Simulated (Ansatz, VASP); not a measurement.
# Bi2Te2PbS2 in two plane-wave programs

Wanted: the spread between two codes on one cell, functional and k mesh. Other levels of theory on this material are compared in a session of their own. Valence electrons are named where the data sets of a main pair hold unlike numbers.

Main program and level: Ansatz 0.2.0; plane waves, with VASP 6.6.1 beside it; single point at r2SCAN.

### 1. The structure

The cell holds 7 atoms: 2 Te, 2 Bi, 2 S and 1 Pb. Cell: a = 4.270 Å, b = 4.270 Å, c = 25.454 Å, α = 90.0°, β = 90.0°, γ = 120.0°. It derives from Bi2Te2PbS2 (Aleksite 7 layer). As first built, before any earlier steps moved the atoms (in the runner's words): kind sheets cut from a layered crystal; sheets 1. Vacuum lies along c.

Structure file:

```xyz
7
Lattice="4.2701 0.0000 0.0000 -2.1351 3.6980 0.0000 0.0000 0.0000 25.4540" Properties=species:S:1:pos:R:3
Te    2.1351    1.2327   17.9540
Te    2.1351    1.2327    7.5000
Bi    0.0000    0.0000   16.1733
Bi    0.0000    2.4653    9.2807
S     0.0000    2.4653   14.4241
S     0.0000    0.0000   11.0299
Pb    2.1351    1.2327   12.7270
```

### 2. VASP: single point, r2SCAN

A single point gives forces, pressure and levels at one fixed geometry, so differences don't come from the geometry; what else differs is listed under the comparison.

Lines of VASP's logs that name or quote its potential files are left out, and so is its time.

INCAR

```
SYSTEM = Bi2Te2PbS2
PREC = Normal
ENCUT = 350
EDIFF = 1E-06
NELM = 120
ISMEAR = 0
SIGMA = 0.05
LREAL = .FALSE.
ALGO = Normal
METAGGA = R2SCAN
LASPH = .TRUE.
NBANDS = 26
LORBIT = 11
LWAVE = .FALSE.
LCHARG = .FALSE.
KPAR = 4
IDIPOL = 3
LDIPOL = .TRUE.
DIPOL = 0.5 0.5 0.5
LVHAR = .TRUE.
LVACPOTAV = .TRUE.
```

POSCAR

```
Bi2Te2PbS2
1.0
    4.2701000000      0.0000000000      0.0000000000
   -2.1350500000      3.6980150770      0.0000000000
    0.0000000000      0.0000000000     25.4540012116
Te Bi S Pb
2 2 2 1
Direct
    0.6666666670      0.3333333330      0.7053508430
    0.6666666670      0.3333333330      0.2946491570
    0.0000000000      0.0000000000      0.6353922640
    0.3333333330      0.6666666670      0.3646077360
    0.3333333330      0.6666666670      0.5666720770
    0.0000000000      0.0000000000      0.4333279230
    0.6666666670      0.3333333330      0.5000000000
```

KPOINTS

```
Automatic mesh
0
Gamma
9 9 1
0 0 0
```

The projector-augmented-wave data sets are Te, Bi, S and Pb (PBE family, release 64).

Launch:

```sh
$ mpirun -np 4 vasp_std
```

Numbers of over 12 decimals in the logs are rounded to 6 here.

What it wrote:

```text
[banner, memory and clock lines left out]
running    4 mpi-ranks, on    1 nodes
 distrk:  each k-point on    1 cores,    4 groups
 distr:  one band on    1 cores,    1 groups

 POSCAR found type information on POSCAR TeBiS Pb
 POSCAR found :  4 types and       7 ions
|                                                                             |
|               ----> ADVICE to this user running VASP <----                  |
|                                                                             |
|     You enforced a specific xc type in the INCAR file but a different       |
|     [... a line on the potential file left out ...]
|     I HOPE YOU KNOW WHAT YOU ARE DOING!                                     |
|                                                                             |

 LDA part: xc-table for (None), standard interpolation
 POSCAR, INCAR and KPOINTS ok, starting setup
 FFT: planning ... GRIDC
 FFT: planning ... GRID_SOFT
 FFT: planning ... GRID
 WAVECAR not read
 entering main loop
       N       E                     dE             d eps       ncg     rms          rms(c)
DAV:   1     0.694227082033E+00    0.69423E+00   -0.10693E+04   624   0.817E+02
DAV:   2    -0.219062255903E+03   -0.21976E+03   -0.21514E+03   920   0.165E+02
DAV:   3    -0.248342448106E+03   -0.29280E+02   -0.28987E+02   768   0.663E+01
DAV:   4    -0.249704793139E+03   -0.13623E+01   -0.13585E+01   972   0.160E+01
DAV:   5    -0.249723381040E+03   -0.18588E-01   -0.18576E-01   904   0.211E+00    0.121E+01
DAV:   6    -0.242906308268E+03    0.68171E+01   -0.42422E+00   830   0.101E+01    0.965E+00
DAV:   7    -0.243118178897E+03   -0.21187E+00   -0.13776E+00   790   0.497E+00    0.383E+00
DAV:   8    -0.243126682929E+03   -0.85040E-02   -0.11643E-01   912   0.190E+00    0.108E+00
DAV:   9    -0.243129845438E+03   -0.31625E-02   -0.28219E-02   832   0.878E-01    0.604E-01
DAV:  10    -0.243129577133E+03    0.26831E-03   -0.21972E-03   778   0.239E-01    0.177E-01
DAV:  11    -0.243129941952E+03   -0.36482E-03   -0.39600E-04   792   0.108E-01    0.590E-02
DAV:  12    -0.243130066168E+03   -0.12422E-03   -0.95283E-05   850   0.535E-02    0.201E-02
DAV:  13    -0.243130144298E+03   -0.78130E-04   -0.18433E-05   760   0.239E-02    0.126E-02
DAV:  14    -0.243130214296E+03   -0.69998E-04   -0.15004E-05   750   0.200E-02    0.742E-03
DAV:  15    -0.243130239111E+03   -0.24815E-04   -0.25273E-06   664   0.984E-03    0.280E-03
DAV:  16    -0.243130306410E+03   -0.67299E-04   -0.16010E-05   766   0.176E-02    0.184E-03
DAV:  17    -0.243130314127E+03   -0.77170E-05   -0.76535E-07   568   0.539E-03    0.189E-03
DAV:  18    -0.243130326527E+03   -0.12400E-04   -0.11627E-06   582   0.596E-03    0.143E-03
DAV:  19    -0.243130331210E+03   -0.46827E-05   -0.49640E-07   542   0.463E-03    0.657E-04
DAV:  20    -0.243130337549E+03   -0.63385E-05   -0.71318E-07   494   0.567E-03    0.111E-03
DAV:  21    -0.243130339913E+03   -0.23641E-05   -0.15262E-07   464   0.282E-03    0.374E-04
DAV:  22    -0.243130341885E+03   -0.19719E-05   -0.32828E-07   478   0.427E-03    0.181E-04
DAV:  23    -0.243130341942E+03   -0.57369E-07   -0.29005E-08   364   0.120E-03
|                                                                             |
|           W    W    AA    RRRRR   N    N  II  N    N   GGGG   !!!           |
|           W    W   A  A   R    R  NN   N  II  NN   N  G    G  !!!           |
|           W    W  A    A  R    R  N N  N  II  N N  N  G       !!!           |
|           W WW W  AAAAAA  RRRRR   N  N N  II  N  N N  G  GGG   !            |
|           WW  WW  A    A  R   R   N   NN  II  N   NN  G    G                |
|           W    W  A    A  R    R  N    N  II  N    N   GGGG   !!!           |
|                                                                             |
|     Did not find any points to average over, which means that no vacuum     |
|     field-free region was found. Please increase the size of  your cell     |
|     in the dimension of the dipole correction to obtain accurate            |
|     workfunction values.                                                    |
|                                                                             |

   1 F= -.24313034E+03 E0= -.24313034E+03  d E =-.706798E-13
```

From OUTCAR (step 2):

```text
ion  position               nearest neighbor table
   1  0.667  0.333  0.705-   3 3.04   3 3.04   3 3.04
   2  0.667  0.333  0.295-   4 3.04   4 3.04   4 3.04
   3  0.000  0.000  0.635-   5 3.02   5 3.02   5 3.02   1 3.04   1 3.04   1 3.04
   4  0.333  0.667  0.365-   6 3.02   6 3.02   6 3.02   2 3.04   2 3.04   2 3.04
   5  0.333  0.667  0.567-   7 2.99   7 2.99   7 2.99   3 3.02   3 3.02   3 3.02
   6  0.000  0.000  0.433-   7 2.99   7 2.99   7 2.99   4 3.02   4 3.02   4 3.02
   7  0.667  0.333  0.500-   5 2.99   6 2.99   5 2.99   6 2.99   6 2.99   5 2.99

  LATTYP: Found a hexagonal cell.
 ALAT       =     4.2701000000
 C/A-ratio  =     5.9609848040

 Subroutine GETGRP returns: Found 12 space group operations
 (whereof  6 operations were pure point group operations)

The static configuration has the point symmetry C_3v.
 The point group associated with its full space group is D_3d.

 Found     12 irreducible k-points:

   k-points           NKPTS =     12   k-points in BZ     NKDIM =     12   number of bands    NBANDS=     26

   dimension x,y,z NGX =    20 NGY =   20 NGZ =  120
   dimension x,y,z NGXF=    40 NGYF=   40 NGZF=  240

   ENCUT  =  350.0 eV  25.72 Ry    5.07 a.u.   6.51  6.51 38.83*2*pi/ulx,y,z

   NELECT =      38.0000    total number of electrons

 k-points in reciprocal lattice and weights: Automatic mesh
   0.00000000  0.00000000  0.00000000       0.012
   0.11111111  0.00000000  0.00000000       0.074
   0.22222222  0.00000000  0.00000000       0.074
   0.33333333  0.00000000  0.00000000       0.074
   0.44444444  0.00000000  0.00000000       0.074
   0.11111111  0.11111111  0.00000000       0.074
   0.22222222  0.11111111  0.00000000       0.148
   0.33333333  0.11111111  0.00000000       0.148
   0.44444444  0.11111111  0.00000000       0.074
   0.22222222  0.22222222  0.00000000       0.074
   0.33333333  0.22222222  0.00000000       0.148
   0.33333333  0.33333333  0.00000000       0.025

 dipolmoment           0.000000      0.000000     -0.000002 electrons x Angstroem

 average (electrostatic) potential at core
       1 -98.8017       2 -98.8017       3 -72.0190       4 -72.0189       5 -93.9013
       6 -93.9012       7 -51.7470

 E-fermi :  -0.2774

 k-point     1 :       0.0000    0.0000    0.0000
  band No.  band energies     occupation
    ...
     15      -0.9361      2.00000
     16      -0.9361      2.00000
     17      -0.8835      2.00000
     18      -0.8835      2.00000
     19      -0.6100      2.00000
     20       0.7308      0.00000
     21       1.6412      0.00000
     22       1.7228      0.00000
     23       1.7228      0.00000
     24       2.1063      0.00000
    ...

 k-point     2 :       0.1111    0.0000    0.0000
  band No.  band energies     occupation
    ...
     15      -1.1640      2.00000
     16      -1.0388      2.00000
     17      -0.9619      2.00000
     18      -0.6604      2.00000
     19      -0.5697      2.00000
     20       1.2135      0.00000
     21       1.8202      0.00000
     22       1.9272      0.00000
     23       1.9858      0.00000
     24       2.3026      0.00000
    ...

 k-point     3 :       0.2222    0.0000    0.0000
  band No.  band energies     occupation
    ...
     15      -1.5668      2.00000
     16      -1.3041      2.00000
     17      -1.1035      2.00000
     18      -0.8347      2.00000
     19      -0.6182      2.00000
     20       1.4786      0.00000
     21       1.9230      0.00000
     22       2.2840      0.00000
     23       2.6898      0.00000
     24       2.7951      0.00000
    ...

  Total       -0.6145025     -0.6145025     -0.3844349     -0.0000000      0.0000000     -0.0000000
  in kB       -2.4494662     -2.4494662     -1.5323945     -0.0000000      0.0000000     -0.0000000
  external PRESSURE =      -2.1437756 kB  Pullay stress =       0.0000000 kB

  energy-cutoff  :      350.00
  volume of cell :      401.94
      direct lattice vectors                 reciprocal lattice vectors
     4.270100000  0.000000000  0.000000000     0.234186553  0.135207669  0.000000000
    -2.135050000  3.698015077  0.000000000     0.000000000  0.270415339  0.000000000
     0.000000000  0.000000000 25.454001212     0.000000000  0.000000000  0.039286554

 POSITION                                       TOTAL-FORCE (eV/Angst)
 -----------------------------------------------------------------------------------
      2.13505      1.23267     17.95400        -0.000000     -0.000000     -0.083675
      2.13505      1.23267      7.50000         0.000000     -0.000000      0.083675
      0.00000      0.00000     16.17328         0.000000     -0.000000      0.096396
     -0.00000      2.46534      9.28073        -0.000000      0.000000     -0.096396
     -0.00000      2.46534     14.42407        -0.000000     -0.000000     -0.047049
      0.00000      0.00000     11.02993         0.000000     -0.000000      0.047049
      2.13505      1.23267     12.72700         0.000000     -0.000000      0.000000
 -----------------------------------------------------------------------------------
    total drift:                               -0.000005     -0.000003     -0.000068

  FREE ENERGIE OF THE ION-ELECTRON SYSTEM (eV)
  ---------------------------------------------------
  free  energy   TOTEN  =      -243.1303419420 eV

  energy  without entropy=     -243.1303419420  energy(sigma->0) =     -243.13034194

 vacuum level on the upper side and lower side of the slab         5.259         5.259

 total charge
# of ion       s       p       d       tot
------------------------------------------
    1        1.395   1.984   0.020   3.399
    2        1.395   1.984   0.020   3.399
    3        1.776   1.493   0.140   3.409
    4        1.776   1.493   0.140   3.409
    5        1.341   2.348   0.000   3.689
    6        1.341   2.348   0.000   3.689
    7        1.777   0.871   0.117   2.766
--------------------------------------------------
tot         10.801  12.522   0.438  23.761

[... 3 further parts left out ...]
```

[end of part 1 of 2]

[Lines on the potential files, build, host, timing and source positions are cut from VASP's logs without a mark.]

[Logs are printed without paths, hosts, clocks, repeated set-up lines and the standing remarks that a program may print on its own settings, such as how far it seeks lower states.]

[Hosts, paths, dates, database ids (printed as entryN), source tags and the programs' standing remarks are cut or masked in the printed files.]
